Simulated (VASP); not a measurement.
All values below come from r2SCAN meta-GGA, VASP's PBE PAW potentials (set 64) (plane waves; VASP).

VASP input:

### KPOINTS
```
kpoints
0
G
5 5 8
0 0 0
```

INCAR:
```
! general
SYSTEM =SiO2
PREC   =Accurate
ENCUT  =620
LREAL  =.False.
LASPH  =.True.

! electronic loop
EDIFF  =1E-6
NELM   =100
ALGO   =Normal
LMIXTAU=.True.

! smearing
ISMEAR =0
SIGMA  =0.05

! functional
METAGGA=R2SCAN

! ions
IBRION =2
NSW    =40
ISIF   =3
EDIFFG =-0.02

! output
LWAVE  =.False.
LCHARG =.False.
```

**POSCAR**
```
SiO2
1.0
  4.1833235799   0.0000000000   0.0000000000
  0.0000000000   4.1833235799   0.0000000000
  0.0000000000   0.0000000000   2.6734403145
Si O
2 4
Cartesian
  0.0000000000   0.0000000000   0.0000000000
  2.0916617899   2.0916617899   1.3367201573
  1.2801679228   1.2801679228   0.0000000000
  3.3718297127   0.8114938672   1.3367201573
  0.8114938672   3.3718297127   1.3367201573
  2.9031556571   2.9031556571   0.0000000000
```

POTCAR, in this order: Si O (PBE.64 set). Program: vasp_std.

The resulting files:

File OSZICAR:
```
       N       E                     dE             d eps       ncg     rms          rms(c)
DAV:   1     0.170622244054E+03    0.17062E+03   -0.20705E+04  1208   0.182E+03
DAV:   2    -0.649435900154E+02   -0.23557E+03   -0.22640E+03  1664   0.358E+02
DAV:   3    -0.728302321888E+02   -0.78866E+01   -0.78605E+01  1436   0.693E+01
DAV:   4    -0.728888296916E+02   -0.58598E-01   -0.58541E-01  1428   0.676E+00
DAV:   5    -0.728894035385E+02   -0.57385E-03   -0.57380E-03  1372   0.670E-01    0.178E+01
DAV:   6    -0.598840571855E+02    0.13005E+02   -0.10531E+01  1368   0.218E+01    0.979E+00
DAV:   7    -0.585047010159E+02    0.13794E+01   -0.20450E+00  1292   0.143E+01    0.337E+00
DAV:   8    -0.616063107495E+02   -0.31016E+01   -0.12250E+00  1292   0.972E+00    0.192E+00
DAV:   9    -0.584706231529E+02    0.31357E+01   -0.94643E-01  1300   0.748E+00    0.657E-01
DAV:  10    -0.586687328220E+02   -0.19811E+00   -0.54613E-02  1372   0.255E+00    0.455E-01
DAV:  11    -0.587714805938E+02   -0.10275E+00   -0.27263E-02  1356   0.148E+00    0.169E-01
DAV:  12    -0.588083903930E+02   -0.36910E-01   -0.17084E-02  1260   0.165E+00    0.132E-01
DAV:  13    -0.588074078277E+02    0.98257E-03   -0.13080E-03  1308   0.415E-01    0.659E-02
DAV:  14    -0.588082024170E+02   -0.79459E-03   -0.86925E-04  1376   0.236E-01    0.274E-02
DAV:  15    -0.588082270440E+02   -0.24627E-04   -0.82877E-05  1344   0.106E-01    0.118E-02
DAV:  16    -0.588082540799E+02   -0.27036E-04   -0.17041E-05  1288   0.586E-02    0.842E-03
DAV:  17    -0.588082526071E+02    0.14728E-05   -0.38268E-06  1352   0.195E-02    0.396E-03
DAV:  18    -0.588082545583E+02   -0.19512E-05   -0.78833E-07   792   0.121E-02    0.128E-03
DAV:  19    -0.588082545138E+02    0.44450E-07   -0.94657E-08   696   0.316E-03
   1 F= -.58808255E+02 E0= -.58808255E+02  d E =-.588083E+02
       N       E                     dE             d eps       ncg     rms          rms(c)
DAV:   1    -0.588101433719E+02   -0.18888E-02   -0.58366E-02  1356   0.225E+00    0.368E-01
DAV:   2    -0.588082888893E+02    0.18545E-02   -0.64253E-03  1340   0.641E-01    0.862E-02
DAV:   3    -0.588081840804E+02    0.10481E-03   -0.47318E-04  1340   0.174E-01    0.364E-02
DAV:   4    -0.588081881286E+02   -0.40483E-05   -0.35585E-05  1304   0.693E-02    0.160E-02
DAV:   5    -0.588081860963E+02    0.20324E-05   -0.19445E-05  1340   0.488E-02    0.536E-03
DAV:   6    -0.588081887415E+02   -0.26452E-05   -0.54926E-06  1260   0.307E-02    0.371E-03
DAV:   7    -0.588081886627E+02    0.78805E-07   -0.11438E-06   780   0.120E-02
   2 F= -.58808189E+02 E0= -.58808189E+02  d E =0.658512E-04
       N       E                     dE             d eps       ncg     rms          rms(c)
DAV:   1    -0.588089809583E+02   -0.79222E-03   -0.17398E-02  1352   0.123E+00    0.201E-01
DAV:   2    -0.588084256167E+02    0.55534E-03   -0.19232E-03  1340   0.350E-01    0.469E-02
DAV:   3    -0.588083941190E+02    0.31498E-04   -0.14115E-04  1336   0.950E-02    0.202E-02
DAV:   4    -0.588083953289E+02   -0.12098E-05   -0.10607E-05  1300   0.380E-02    0.904E-03
DAV:   5    -0.588083939558E+02    0.13731E-05   -0.60194E-06  1324   0.273E-02    0.299E-03
DAV:   6    -0.588083948464E+02   -0.89060E-06   -0.16726E-06   768   0.173E-02
   3 F= -.58808395E+02 E0= -.58808395E+02  d E =-.140333E-03
```

File OUTCAR:
```
------------------------ aborting loop because EDIFF is reached ----------------------------------------
  FORCE on cell =-STRESS in cart. coord.  units (eV):
  Direction    XX          YY          ZZ          XY          YZ          ZX
  --------------------------------------------------------------------------------------
  Total        0.0063293      0.0063293      0.0257750      0.0000000      0.0000000      0.0000000
  in kB        0.2171131      0.2171131      0.8841538      0.0000000      0.0000000      0.0000000
  external PRESSURE =       0.4394600 kB  Pullay stress =       0.0000000 kB
  volume of cell :       46.71
      direct lattice vectors                 reciprocal lattice vectors
     4.181272218  0.000000000  0.000000000     0.239161659  0.000000000  0.000000000
     0.000000000  4.181272218  0.000000000     0.000000000  0.239161659  0.000000000
     0.000000000  0.000000000  2.671561109     0.000000000  0.000000000  0.374312980
 POSITION                                       TOTAL-FORCE (eV/Angst)
 -----------------------------------------------------------------------------------
      0.00000      0.00000      0.00000         0.000000     -0.000000      0.000000
      2.09064      2.09064      1.33578         0.000000     -0.000000      0.000000
      1.27935      1.27935      0.00000        -0.008974     -0.008974      0.000000
      3.36999      0.81128      1.33578        -0.008974      0.008974     -0.000000
      0.81128      3.36999      1.33578         0.008974     -0.008974      0.000000
      2.90192      2.90192      0.00000         0.008974      0.008974     -0.000000
 -----------------------------------------------------------------------------------
    total drift:                                0.000000      0.000000      0.000000
  FREE ENERGIE OF THE ION-ELECTRON SYSTEM (eV)
  ---------------------------------------------------
  free  energy   TOTEN  =       -58.8083948464 eV

  energy  without entropy=      -58.8083948464  energy(sigma->0) =      -58.80839485

 reached required accuracy - stopping structural energy minimisation
```
(Selected blocks of OUTCAR.)

CONTCAR:
```
SiO2
   1.00000000000000
     4.1812722182767690    0.0000000000000000    0.0000000000000000
     0.0000000000000000    4.1812722182767690    0.0000000000000000
     0.0000000000000000    0.0000000000000000    2.6715611086733881
  Si              O
     2     4
Direct
     0.0000000000000000    0.0000000000000000    0.0000000000000000
     0.5000000000000000    0.5000000000000000    0.5000000000000000
     0.3059725243662480    0.3059725243662480    0.0000000000000000
     0.8059725243662480    0.1940274756337520    0.5000000000000000
     0.1940274756337520    0.8059725243662480    0.5000000000000000
     0.6940274756337520    0.6940274756337520    0.0000000000000000
```

The compound is SiO2 in the rutile structure, stishovite, a high-pressure form. This run relaxes it. Symmetry was kept, so distortions that lower it aren't found.
